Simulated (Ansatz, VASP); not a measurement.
One structure in several programs: YHg2 (P6/mmm, 3 atoms in the cell)

Self-consistent single point.

```
YHg2
1.0
    4.80153     0.00000     0.00000
   -2.40077     4.15825     0.00000
    0.00000     0.00000     3.43464
Y Hg
1 2
Cartesian
  0.00000   0.00000   0.00000
  0.00000   2.77217   1.71732
  2.40077   1.38608   1.71732
```

Shared settings, as Ansatz (a first-principles code) writes them: kpoints.mp_grid.grid = 9 9 11; magnetization.spin_orbit = true; scf.occupations.method = fermi_dirac; scf.occupations.width = 0.136 eV. Potentials and cutoffs stand in the table.

```json
[
 {"code": "VASP", "model": "PBEsol, spin-orbit coupling, VASP's PBE PAW potentials (set 64)", "pressure (GPa)": "0.05", "cutoff": "300 eV"},
 {"code": "Ansatz", "model": "PBEsol with spin-orbit coupling, default PAW files made with PBE", "pressure (GPa)": "-0.22", "cutoff": "420 eV"}
]
```

The spread over the programs that give each value: pressure within 0.27 GPa.

Ansatz's pressure is given at a fixed set of plane waves, as the other plane-wave codes print theirs; with its correction for the finite basis it is -0.19 GPa.

VASP's run is marked for a possible Pulay error in its stress at this cutoff; no cutoff test was made.

The starting cell comes from a database of computed structures (which also holds hypothetical and non-ambient phases and stackings), without a prior relaxation at this level. Its lattice was rescaled by a random factor within 2.5 % of one.

Left out of this page: SIESTA (not drawn, or without a comparable value).

Keys are those of Ansatz 0.2.
